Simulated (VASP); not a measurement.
```yaml
crystal:
  lattice:
    - [0.00000, 2.69500, 2.69500]
    - [2.69500, 0.00000, 2.69500]
    - [2.69500, 2.69500, 0.00000]
  atoms:
    - { symbol: Cd, position: [0.00000, 0.00000, 0.00000] }
    - { symbol: F, position: [0.25000, 0.25000, 0.25000] }
    - { symbol: F, position: [0.75000, 0.75000, 0.75000] }
```

Level of theory: PBE GGA, VASP's PBE PAW potentials (set 64) (plane waves; VASP). Run with 520 eV cut-off, 8×8×8 Γ-centred mesh, Gaussian smearing of 0.050 eV, potentials Cd F.

**Question.** What does the run give for the energy per atom (σ→0), pressure, band gap (on the k-mesh) with the smallest direct gap where there is one?

**Answer.** 
```yaml
band gap (on the k-mesh): 3.06 eV
smallest direct gap (on the k-mesh): 3.56 eV
energy per atom (σ→0): -3.620 eV/atom
pressure: 6.07 GPa
```

The absolute energy has meaning only against runs of the same code, potentials and settings.

The compound is CdF2 in the fluorite structure. The cell was not relaxed at this level.
